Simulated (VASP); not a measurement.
Output of a VASP run:

File OUTCAR:
```
 ion  position               nearest neighbor table
   1  0.250  0.750  0.500-   8 2.45   5 2.45   7 2.45   6 2.45
   2  0.500  0.500  0.000-   7 2.45   6 2.45   8 2.45   5 2.45
   3  0.750  0.250  0.500-   5 2.43   7 2.43   6 2.43   8 2.43
   4  0.000  0.000  0.000-   6 2.43   8 2.43   7 2.43   5 2.43
   5  0.121  0.125  0.496-   3 2.43   4 2.43   1 2.45   2 2.45
   6  0.875  0.371  0.996-   4 2.43   3 2.43   2 2.45   1 2.45
   7  0.629  0.625  0.504-   3 2.43   4 2.43   1 2.45   2 2.45
   8  0.375  0.879  0.004-   4 2.43   3 2.43   2 2.45   1 2.45
  LATTYP: Found a body centered tetragonal cell.
 ALAT       =     5.6509240000
 C/A-ratio  =     1.9830187063
 Subroutine PRICEL returns:
 Original cell was already a primitive cell.
 Subroutine GETGRP returns: Found  8 space group operations
The static configuration has the point symmetry S_4 .
 The point group associated with its full space group is D_2d.
The dynamic configuration has the point symmetry S_4 .
 Subroutine INISYM returns: Found  8 space group operations
 Subroutine IBZKPT returns following result:
 Found    196 irreducible k-points:

 Following reciprocal coordinates:
            Coordinates               Weight
  0.000000  0.000000  0.000000      1.000000
  0.076923 -0.000000  0.000000      8.000000
  0.153846  0.000000 -0.000000      8.000000
  0.230769  0.000000  0.000000      8.000000
  0.307692  0.000000 -0.000000      8.000000
  0.384615 -0.000000  0.000000      8.000000
  0.461538 -0.000000  0.000000      8.000000
  0.076923  0.076923  0.000000      8.000000
  0.153846  0.076923 -0.000000     16.000000
  0.230769  0.076923  0.000000     16.000000
  0.307692  0.076923  0.000000     16.000000
  0.384615  0.076923  0.000000     16.000000
  0.461538  0.076923  0.000000     16.000000
 -0.461538  0.076923  0.000000     16.000000
 -0.384615  0.076923 -0.000000     16.000000
 -0.307692  0.076923 -0.000000     16.000000
 -0.230769  0.076923 -0.000000     16.000000
 -0.153846  0.076923  0.000000     16.000000
 -0.076923  0.076923  0.000000      4.000000
  0.153846  0.153846 -0.000000      8.000000
  0.230769  0.153846  0.000000     16.000000
  0.307692  0.153846 -0.000000     16.000000
  0.384615  0.153846  0.000000     16.000000
  0.461538  0.153846 -0.000000     16.000000
 -0.461538  0.153846  0.000000     16.000000
 -0.384615  0.153846 -0.000000     16.000000
 -0.307692  0.153846  0.000000     16.000000
 -0.230769  0.153846 -0.000000     16.000000
 -0.153846  0.153846  0.000000      4.000000
  0.230769  0.230769 -0.000000      8.000000
  0.307692  0.230769  0.000000     16.000000
  0.384615  0.230769  0.000000     16.000000
  0.461538  0.230769  0.000000     16.000000
 -0.461538  0.230769  0.000000     16.000000
 -0.384615  0.230769 -0.000000     16.000000
 -0.307692  0.230769  0.000000     16.000000
 -0.230769  0.230769  0.000000      4.000000
  0.307692  0.307692 -0.000000      8.000000
  0.384615  0.307692  0.000000     16.000000
  0.461538  0.307692 -0.000000     16.000000
   k-points           NKPTS =    196   k-points in BZ     NKDIM =    196   number of bands    NBANDS=     43
   number of dos      NEDOS =    301   number of ions     NIONS =      8
   total plane-waves  NPLWV =  64000
   dimension x,y,z NGX =    40 NGY =   40 NGZ =   40
   dimension x,y,z NGXF=    80 NGYF=   80 NGZF=   80
   ions per type =               2   2   4
   PREC   = accura    normal or accurate (medium, high low for compatibility)
   ISTART =      0    job   : 0-new  1-cont  2-samecut
   ICHARG =      2    charge: 1-file 2-atom 10-const
   ISPIN  =      1    spin polarized calculation?
   LNONCOLLINEAR =      F non collinear calculations
   LSORBIT =      F    spin-orbit coupling
   INIWAV =      1    electr: 0-lowe 1-rand  2-diag
   ENCUT  =  300.0 eV  22.05 Ry    4.70 a.u.   9.72  9.72  9.72*2*pi/ulx,y,z
   NELM   =    100;   NELMIN=  2; NELMDL= -5     # of ELM steps
   EDIFF  = 0.1E-05   stopping-criterion for ELM
...
```

File OSZICAR:
```
       N       E                     dE             d eps       ncg     rms          rms(c)
DAV:   1     0.582667303011E+03    0.58267E+03   -0.23024E+04 17063   0.154E+03
DAV:   2     0.638301405156E+02   -0.51884E+03   -0.50489E+03 17485   0.430E+02
DAV:   3    -0.241067509056E+02   -0.87937E+02   -0.85867E+02 21755   0.170E+02
DAV:   4    -0.298088141394E+02   -0.57021E+01   -0.56342E+01 22618   0.430E+01
DAV:   5    -0.300230363823E+02   -0.21422E+00   -0.21362E+00 23562   0.865E+00    0.114E+01
DAV:   6    -0.301039015295E+02   -0.80865E-01   -0.29354E+01 23630   0.789E+01    0.856E+00
DAV:   7    -0.284985830281E+02    0.16053E+01   -0.70492E+00 22048   0.606E+01    0.376E+00
DAV:   8    -0.287140421569E+02   -0.21546E+00   -0.32944E+00 25712   0.192E+01    0.296E+00
DAV:   9    -0.286102744108E+02    0.10377E+00   -0.98009E-01 24062   0.156E+01    0.489E-01
DAV:  10    -0.286132316399E+02   -0.29572E-02   -0.63500E-02 23669   0.376E+00    0.172E-01
DAV:  11    -0.286151847108E+02   -0.19531E-02   -0.13146E-02 25642   0.142E+00    0.150E-01
DAV:  12    -0.286149332834E+02    0.25143E-03   -0.23928E-03 24477   0.845E-01    0.297E-02
DAV:  13    -0.286150130560E+02   -0.79773E-04   -0.43695E-04 21144   0.111E-01    0.997E-03
DAV:  14    -0.286150309527E+02   -0.17897E-04   -0.49214E-05 23720   0.743E-02    0.141E-02
DAV:  15    -0.286150275035E+02    0.34493E-05   -0.18598E-05 20591   0.763E-02    0.373E-03
DAV:  16    -0.286150291898E+02   -0.16863E-05   -0.76334E-06 19616   0.150E-02    0.195E-03
DAV:  17    -0.286150292556E+02   -0.65786E-07   -0.31727E-07 10997   0.469E-03
   1 F= -.28615029E+02 E0= -.28614953E+02  d E =-.151622E-03
```

**OUTCAR**
```
------------------------ aborting loop because EDIFF is reached ----------------------------------------
  FORCE on cell =-STRESS in cart. coord.  units (eV):
  Direction    XX          YY          ZZ          XY          YZ          ZX
  --------------------------------------------------------------------------------------
  Total        2.4490207      2.4490207      2.3784588      0.0000000      0.0000000      0.0000000
  in kB       21.9304639     21.9304639     21.2985975      0.0000000      0.0000000      0.0000000
  external PRESSURE =      21.7198417 kB  Pullay stress =       0.0000000 kB
  volume of cell :      178.92
      direct lattice vectors                 reciprocal lattice vectors
    -2.825462000  2.825462000  5.602944000     0.000000000  0.176962210  0.089238800
     2.825462000 -2.825462000  5.602944000     0.176962210  0.000000000  0.089238800
     2.825462000  2.825462000 -5.602944000     0.176962210  0.176962210  0.000000000
 POSITION                                       TOTAL-FORCE (eV/Angst)
 -----------------------------------------------------------------------------------
      2.82546      0.00000      2.80147        -0.000000     -0.000000      0.000000
      0.00000      0.00000      5.60294         0.000000     -0.000000     -0.000000
      0.00000      2.82546      2.80147         0.000000     -0.000000      0.000000
      0.00000      0.00000      0.00000         0.000000     -0.000000     -0.000000
      1.41273      1.39137     -1.40074         0.000000     -0.084419      0.000000
      1.39137      4.23819      1.40074        -0.084419     -0.000000      0.000000
      1.41273      1.43409      4.20221         0.000000      0.084419     -0.000000
      1.43409     -1.41273      7.00368         0.084419     -0.000000     -0.000000
 -----------------------------------------------------------------------------------
    total drift:                                0.000012      0.000012      0.000017
  FREE ENERGIE OF THE ION-ELECTRON SYSTEM (eV)
  ---------------------------------------------------
  free  energy   TOTEN  =       -28.6150292556 eV

  energy  without entropy=      -28.6148776333  energy(sigma->0) =      -28.61495344
```
(Selected blocks of OUTCAR.)

**POSCAR**
```
GaCuSe2
1
   -2.8254620000     2.8254620000     5.6029440000
    2.8254620000    -2.8254620000     5.6029440000
    2.8254620000     2.8254620000    -5.6029440000
Ga Cu Se
2 2 4
Direct
  0.2500000000   0.7500000000   0.5000000000
  0.5000000000   0.5000000000   0.0000000000
  0.7500000000   0.2500000000   0.5000000000
  0.0000000000   0.0000000000   0.0000000000
  0.1212200000   0.1250000000   0.4962200000
  0.8750000000   0.3712200000   0.9962200000
  0.6287800000   0.6250000000   0.5037800000
  0.3750000000   0.8787800000   0.0037800000
```

Reconstruct the remaining input files.

One answer among several that fit: the input of the run itself, revPBE GGA, plane waves, VASP's PBE PAW potentials (set 64).

**KPOINTS**
```
Automatic mesh
0
Gamma
13 13 13
0 0 0
```

**INCAR**
```
SYSTEM = GaCuSe2
PREC = Accurate; ENCUT = 300; LREAL = .FALSE.
LASPH = .TRUE.
EDIFF = 1E-6; NELM = 100; ALGO = Normal
LMAXMIX = 4
ISMEAR = 0; SIGMA = 0.136
GGA = RE
ISIF = 2
LWAVE = .FALSE.; LCHARG = .FALSE.
```

POTCAR, in this order: Ga_d Cu Se (PBE.64 set). Program: vasp_std.

At this cut-off the stress carries a Pulay error, which pulls relaxed volumes low.

The structure comes from a computed database's GaCuSe2 entry; how it stands against other phases isn't given here. The cell was not relaxed at this level. The run is one of a series of settings (KPOINTS 13×13×13 Γ-centred mesh against the base run), some of them coarse on purpose.
